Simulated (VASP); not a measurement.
All values below come from PBE GGA, VASP's PBE PAW potentials (set 64) (plane waves; VASP 6.6.1).

Input for VASP

### POSCAR
```
NaCl
1
    0.0000000000     2.7881970000     2.7881970000
    2.7881970000     0.0000000000     2.7881970000
    2.7881970000     2.7881970000     0.0000000000
Na Cl
1 1
Direct
  0.0000000000   0.0000000000   0.0000000000
  0.5000000000   0.5000000000   0.5000000000
```

**KPOINTS**
```
Automatic mesh
0
Gamma
4 4 4
0 0 0
```

INCAR:
```
SYSTEM  =  NaCl
PREC  =  Accurate; ENCUT  =  300; LREAL  =  .FALSE.
LASPH  =  .TRUE.
EDIFF  =  1E-6; NELM  =  100; ALGO  =  Normal
ISMEAR  =  0; SIGMA  =  0.01
GGA  =  PE
ISIF  =  2
LWAVE  =  .FALSE.; LCHARG  =  .FALSE.
```

POTCAR, in this order: Na_pv Cl (PBE.64 set). Program: vasp_std.

The run wrote:

**OUTCAR**
```
 ion  position               nearest neighbor table
   1  0.000  0.000  0.000-
   2  0.500  0.500  0.500-
  LATTYP: Found a face centered cubic cell.
 ALAT       =     5.5763940000
 Subroutine PRICEL returns:
 Original cell was already a primitive cell.
 Subroutine GETGRP returns: Found 48 space group operations
The static configuration has the point symmetry O_h .
The dynamic configuration has the point symmetry O_h .
 Subroutine INISYM returns: Found 48 space group operations
 Subroutine IBZKPT returns following result:
 Found      8 irreducible k-points:

 Following reciprocal coordinates:
            Coordinates               Weight
  0.000000  0.000000  0.000000      1.000000
  0.250000  0.000000  0.000000      8.000000
  0.500000  0.000000  0.000000      4.000000
  0.250000  0.250000  0.000000      6.000000
  0.500000  0.250000  0.000000     24.000000
 -0.250000  0.250000  0.000000     12.000000
  0.500000  0.500000  0.000000      3.000000
 -0.250000  0.500000  0.250000      6.000000
   k-points           NKPTS =      8   k-points in BZ     NKDIM =      8   number of bands    NBANDS=     11
...
```

**OSZICAR**
```
       N       E                     dE             d eps       ncg     rms          rms(c)
DAV:   1     0.800822068942E+02    0.80082E+02   -0.56969E+03   184   0.908E+02
DAV:   2    -0.611771681178E+00   -0.80694E+02   -0.78077E+02   205   0.251E+02
DAV:   3    -0.683911093476E+01   -0.62273E+01   -0.61997E+01   206   0.711E+01
DAV:   4    -0.695132321335E+01   -0.11221E+00   -0.11213E+00   205   0.110E+01
DAV:   5    -0.695377398780E+01   -0.24508E-02   -0.24507E-02   214   0.142E+00    0.220E+00
DAV:   6    -0.676784489544E+01    0.18593E+00   -0.37001E-01   197   0.408E+00    0.169E+00
DAV:   7    -0.675599434090E+01    0.11851E-01   -0.90189E-02   200   0.203E+00    0.112E+00
DAV:   8    -0.676131008802E+01   -0.53157E-02   -0.87365E-03   179   0.101E+00    0.226E-01
DAV:   9    -0.676125482125E+01    0.55267E-04   -0.16938E-04   212   0.127E-01    0.114E-01
DAV:  10    -0.676137485331E+01   -0.12003E-03   -0.24543E-04   185   0.154E-01    0.354E-02
DAV:  11    -0.676137034526E+01    0.45080E-05   -0.16586E-05   203   0.467E-02    0.189E-03
DAV:  12    -0.676137119891E+01   -0.85365E-06   -0.75849E-07   172   0.936E-03
   1 F= -.67613712E+01 E0= -.67613712E+01  d E =-.146025E-28
```

File OUTCAR:
```
------------------------ aborting loop because EDIFF is reached ----------------------------------------
  FORCE on cell =-STRESS in cart. coord.  units (eV):
  Direction    XX          YY          ZZ          XY          YZ          ZX
  --------------------------------------------------------------------------------------
  Total        0.4102693      0.4102693      0.4102693      0.0000000     -0.0000000      0.0000000
  in kB       15.1627934     15.1627934     15.1627934      0.0000000     -0.0000000      0.0000000
  external PRESSURE =      15.1627934 kB  Pullay stress =       0.0000000 kB
  volume of cell :       43.35
      direct lattice vectors                 reciprocal lattice vectors
     0.000000000  2.788197000  2.788197000    -0.179327357  0.179327357  0.179327357
     2.788197000  0.000000000  2.788197000     0.179327357 -0.179327357  0.179327357
     2.788197000  2.788197000  0.000000000     0.179327357  0.179327357 -0.179327357
  FREE ENERGIE OF THE ION-ELECTRON SYSTEM (eV)
  ---------------------------------------------------
  free  energy   TOTEN  =        -6.7613711989 eV

  energy  without entropy=       -6.7613711989  energy(sigma->0) =       -6.76137120
```
(Selected blocks of OUTCAR.)

OUTCAR:
```
 val. band max:       -0.5261108427   @ k =   0.0000   0.0000   0.0000

 cond. band min:       4.7082411139   @ k =   0.0000   0.0000   0.0000


 Fermi energy:        -0.4498492293

 k-point     1 :       0.0000    0.0000    0.0000
  band No.  band energies     occupation
      1     -21.2737      2.00000
      2     -21.2736      2.00000
      3     -21.2736      2.00000
      4     -13.2678      2.00000
      5      -0.5261      2.00000
      6      -0.5261      2.00000
      7      -0.5261      2.00000
      8       4.7082      0.00000
      9      10.6306      0.00000
     10      10.6306      0.00000
     11      10.6307      0.00000

 k-point     2 :       0.2500    0.0000    0.0000
  band No.  band energies     occupation
      1     -21.2910      2.00000
      2     -21.2749      2.00000
      3     -21.2748      2.00000
      4     -13.0870      2.00000
      5      -1.6811      2.00000
      6      -0.6719      2.00000
      7      -0.6719      2.00000
      8       6.1968      0.00000
      9       9.5737      0.00000
     10      10.9468      0.00000
     11      10.9468      0.00000

 k-point     3 :       0.5000    0.0000    0.0000
  band No.  band energies     occupation
      1     -21.3081      2.00000
      2     -21.2760      2.00000
      3     -21.2760      2.00000
      4     -12.8945      2.00000
      5      -2.5550      2.00000
      6      -0.8084      2.00000
      7      -0.8084      2.00000
      8       6.8047      0.00000
      9      10.3771      0.00000
     10      10.5379      0.00000
     11      10.5379      0.00000

 k-point     4 :       0.2500    0.2500    0.0000
  band No.  band energies     occupation
      1     -21.2881      2.00000
      2     -21.2783      2.00000
      3     -21.2783      2.00000
      4     -13.0442      2.00000
      5      -1.6482      2.00000
      6      -0.8607      2.00000
      7      -0.8607      2.00000
      8       6.7220      0.00000
      9       8.5941      0.00000
...
```

At this cut-off the stress carries a Pulay error, which pulls relaxed volumes low.

The structure comes from a computed database's NaCl entry; how it stands against other phases isn't given here. The cell was not relaxed at this level. The k-mesh is coarse (spacing up to 0.49 per Å, 2π included), so the numbers may not be converged in it. The run is one of a series of settings (KPOINTS 4×4×4 Γ-centred mesh against the base run), some of them coarse on purpose.
